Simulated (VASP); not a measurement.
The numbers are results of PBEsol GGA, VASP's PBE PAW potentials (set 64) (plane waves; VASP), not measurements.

VASP ran on this input.

**INCAR**
```
# general
SYSTEM   =  SnO
PREC     =  Accurate
ENCUT    =  620
LREAL    =  .FALSE.
LASPH    =  .TRUE.

# electronic loop
EDIFF    =  1E-6
NELM     =  100
ALGO     =  Normal
LMAXMIX  =  4

# smearing
ISMEAR   =  1
SIGMA    =  0.1

# functional
GGA      =  PS

# ions
IBRION   =  2
NSW      =  40
ISIF     =  3
EDIFFG   =  -0.02
PSTRESS  =  100

# output
LWAVE    =  .FALSE.
LCHARG   =  .FALSE.
```

### KPOINTS
```
Automatic mesh
0
Gamma
12 12 12
0 0 0
```

**POSCAR**
```
SnO
1
    0.0000000000     2.5849584781     2.5849584781
    2.5849584781     0.0000000000     2.5849584781
    2.5849584781     2.5849584781    -0.0000000000
Sn O
1 1
Direct
  0.0000000000   0.0000000000   0.0000000000
  0.2500000000   0.2500000000   0.2500000000
```

POTCAR, in this order: Sn_d O (PBE.64 set). Program: vasp_std.

What VASP printed:

OUTCAR:
```
 ion  position               nearest neighbor table
   1  0.000  0.000  0.000-   2 2.24   2 2.24   2 2.24   2 2.24
   2  0.250  0.250  0.250-   1 2.24   1 2.24   1 2.24   1 2.24
  LATTYP: Found a face centered cubic cell.
 ALAT       =     5.1699169562
 Subroutine PRICEL returns:
 Original cell was already a primitive cell.
 Subroutine GETGRP returns: Found 24 space group operations
The static configuration has the point symmetry T_d .
The dynamic configuration has the point symmetry T_d .
 Subroutine INISYM returns: Found 24 space group operations
 Subroutine IBZKPT returns following result:
 Found     72 irreducible k-points:

 Following reciprocal coordinates:
            Coordinates               Weight
  0.000000  0.000000  0.000000      1.000000
  0.083333  0.000000  0.000000      8.000000
  0.166667  0.000000  0.000000      8.000000
  0.250000  0.000000  0.000000      8.000000
  0.333333  0.000000  0.000000      8.000000
  0.416667  0.000000  0.000000      8.000000
  0.500000  0.000000  0.000000      4.000000
  0.083333  0.083333  0.000000      6.000000
  0.166667  0.083333  0.000000     24.000000
  0.250000  0.083333  0.000000     24.000000
  0.333333  0.083333  0.000000     24.000000
  0.416667  0.083333  0.000000     24.000000
  0.500000  0.083333  0.000000     24.000000
 -0.416667  0.083333  0.000000     24.000000
 -0.333333  0.083333  0.000000     24.000000
 -0.250000  0.083333  0.000000     24.000000
 -0.166667  0.083333  0.000000     24.000000
 -0.083333  0.083333  0.000000     12.000000
  0.166667  0.166667  0.000000      6.000000
  0.250000  0.166667  0.000000     24.000000
  0.333333  0.166667  0.000000     24.000000
  0.416667  0.166667  0.000000     24.000000
  0.500000  0.166667  0.000000     24.000000
 -0.416667  0.166667  0.000000     24.000000
...
```

File OSZICAR:
```
       N       E                     dE             d eps       ncg     rms          rms(c)
DAV:   1     0.164176540395E+03    0.16418E+03   -0.11731E+04  2066   0.233E+03
DAV:   2     0.381128910687E+01   -0.16037E+03   -0.15491E+03  2256   0.478E+02
DAV:   3    -0.123008420249E+02   -0.16112E+02   -0.15937E+02  2364   0.132E+02
DAV:   4    -0.126970482364E+02   -0.39621E+00   -0.39602E+00  2232   0.229E+01
DAV:   5    -0.127091523942E+02   -0.12104E-01   -0.12104E-01  2642   0.385E+00    0.800E+00
DAV:   6    -0.111969314026E+02    0.15122E+01   -0.12111E+01  2982   0.458E+01    0.458E+00
DAV:   7    -0.110074481040E+02    0.18948E+00   -0.15580E+00  2490   0.991E+00    0.137E+00
DAV:   8    -0.109891263017E+02    0.18322E-01   -0.12263E-01  2076   0.323E+00    0.324E-01
DAV:   9    -0.109875999631E+02    0.15263E-02   -0.90117E-03  3028   0.106E+00    0.108E-01
DAV:  10    -0.109878118320E+02   -0.21187E-03   -0.19689E-03  2572   0.461E-01    0.654E-02
DAV:  11    -0.109877165699E+02    0.95262E-04   -0.55127E-04  2976   0.235E-01    0.958E-03
DAV:  12    -0.109877190647E+02   -0.24948E-05   -0.31628E-05  2124   0.529E-02    0.820E-03
DAV:  13    -0.109877183763E+02    0.68842E-06   -0.21471E-06  1930   0.173E-02
   1 F= -.88315626E+01 E0= -.88314955E+01  d E =-.883156E+01
```

File OUTCAR:
```
------------------------ aborting loop because EDIFF is reached ----------------------------------------
  FORCE on cell =-STRESS in cart. coord.  units (eV):
  Direction    XX          YY          ZZ          XY          YZ          ZX
  --------------------------------------------------------------------------------------
  Total        2.1570462      2.1570462      2.1570462     -0.0000000      0.0000000      0.0000000
  in kB      100.0413000    100.0413000    100.0413000     -0.0000000      0.0000000      0.0000000
  external PRESSURE =       0.0413000 kB  Pullay stress =     100.0000000 kB
  volume of cell :       34.55
      direct lattice vectors                 reciprocal lattice vectors
     0.000000000  2.584958478  2.584958478    -0.193426705  0.193426705  0.193426705
     2.584958478  0.000000000  2.584958478     0.193426705 -0.193426705  0.193426705
     2.584958478  2.584958478  0.000000000     0.193426705  0.193426705 -0.193426705
 POSITION                                       TOTAL-FORCE (eV/Angst)
 -----------------------------------------------------------------------------------
      0.00000      0.00000      0.00000        -0.000000     -0.000000     -0.000000
      1.29248      1.29248      1.29248         0.000000      0.000000      0.000000
 -----------------------------------------------------------------------------------
    total drift:                               -0.000000     -0.000000     -0.000000
  FREE ENERGIE OF THE ION-ELECTRON SYSTEM (eV)
  ---------------------------------------------------
  free  energy   TOTEN  =       -10.9877183763 eV

  energy  without entropy=      -10.9875171162  energy(sigma->0) =      -10.98765129
  enthalpy is  TOTEN    =        -8.8315626326 eV   P V=        2.1561557437

 reached required accuracy - stopping structural energy minimisation
```
(Selected blocks of OUTCAR.)

**OUTCAR**
```
 val. band max:        7.9076562900   @ k =  -0.4167   0.5000   0.0833

 cond. band min:       7.9346895725   @ k =   0.5000   0.4167   0.0000


 Fermi energy:         7.9122033541

 k-point     1 :       0.0000    0.0000    0.0000
  band No.  band energies     occupation
      1     -14.1981      2.00000
      2     -14.1981      2.00000
      3     -14.1981      2.00000
      4     -14.1020      2.00000
      5     -14.1020      2.00000
      6     -12.4509      2.00000
      7       1.2421      2.00000
      8       3.2275      2.00000
      9       3.2275      2.00000
     10       3.2275      2.00000
     11      12.5483      0.00000
     12      12.5483      0.00000
     13      12.5483      0.00000
     14      17.7174      0.00000

 k-point     2 :       0.0833    0.0000    0.0000
  band No.  band energies     occupation
      1     -14.2248      2.00000
      2     -14.1943      2.00000
      3     -14.1943      2.00000
      4     -14.1021      2.00000
      5     -14.1021      2.00000
      6     -12.3817      2.00000
      7       0.9786      2.00000
      8       3.1904      2.00000
      9       3.1904      2.00000
     10       3.4720      2.00000
     11      12.0597      0.00000
     12      12.5933      0.00000
     13      12.5933      0.00000
     14      18.1595      0.00000

 k-point     3 :       0.1667    0.0000    0.0000
  band No.  band energies     occupation
      1     -14.2916      2.00000
      2     -14.1849      2.00000
      3     -14.1849      2.00000
      4     -14.1010      2.00000
      5     -14.1010      2.00000
      6     -12.1943      2.00000
      7       0.4083      2.00000
      8       3.0919      2.00000
      9       3.0919      2.00000
     10       3.9810      2.00000
     11      11.1090      0.00000
     12      12.6875      0.00000
     13      12.6875      0.00000
     14      17.6890      0.00000

 k-point     4 :       0.2500    0.0000    0.0000
  band No.  band energies     occupation
...
```

Unless said otherwise, spin-orbit coupling is left out, though it shifts the bands of the heavy elements here.

The structure was generated: SnO was put into the zinc blende type (F-43m), which need not be its known phase. It was relaxed first under an external pressure of 10 GPa.
